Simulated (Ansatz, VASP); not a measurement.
# BiAs: VASP beside Ansatz

Contents of INCAR:

```
SYSTEM = BiAs
PREC = Accurate ; ENCUT = 520
EDIFF = 1E-7 ; ISMEAR = 0
SIGMA = 0.05 ; LREAL = .FALSE.
LASPH = .TRUE. ; NELM = 100
ALGO = Normal ; ISIF = 2
LWAVE = .FALSE. ; LCHARG = .FALSE.
GGA = PE ; NBANDS = 17
```

File KPOINTS:

```
regular mesh
0
G
  6 6 6
  0 0 0
```

File POSCAR:

```
BiAs
1.0
    0.0000000000      3.0300000000      3.0300000000
    3.0300000000      0.0000000000      3.0300000000
    3.0300000000      3.0300000000      0.0000000000
Bi As
1 1
Direct
    0.0000000000      0.0000000000      0.0000000000
    0.5000000000      0.5000000000      0.5000000000
```

Input for Ansatz:

```yaml
crystal:
  lattice:
    - [0.0, 3.03, 3.03]
    - [3.03, 0.0, 3.03]
    - [3.03, 3.03, 0.0]
  atoms:
    - { symbol: Bi, position: [0.0, 0.0, 0.0] }
    - { symbol: As, position: [0.5, 0.5, 0.5] }
basis:
  ecutwfc: 420
kpoints:
  mp_grid: { grid: [6, 6, 6] }
hamiltonian:
  xc: pbe
scf:
  occupations: { method: gaussian, width: 0.05 }
output:
  forces: true
  stress: true
  eigenvalues: true
```

The cell comes from a database or a generator and needn't be the stable form of this composition.

Alike in both runs: task single point; functional PBE; k mesh 6 × 6 × 6; occupations gaussian, width 0.05 eV; no spin polarisation.

```csv
,VASP,Ansatz
version,VASP 6.6.1,Ansatz 0.2.0
potentials or method,"VASP PAW PBE potentials, release 64 (Bi_d, As)","scalar-relativistic, plane waves, PAW"
plane-wave cutoff (eV),520,420
valence electrons in the cell,20,30
```

```csv
,VASP,Ansatz,Ansatz less VASP
gap on the k mesh at the Fermi level (eV),0.06,0.06,+0.006
least direct gap on the mesh (eV),0.14,0.15,+0.007
pressure (GPa),-0.7,-0.7,-0.01
```

With one functional, cell and mesh, what is left measures potentials, basis and numerics. The two sets of potentials don't hold the same shells in valence.

Caveats: spin-orbit coupling is left out, which as a rule narrows the gap of such compounds by several tenths of an eV. A hybrid or GW would open this gap; PBE tends to underestimate it. A k mesh can miss the band edges.
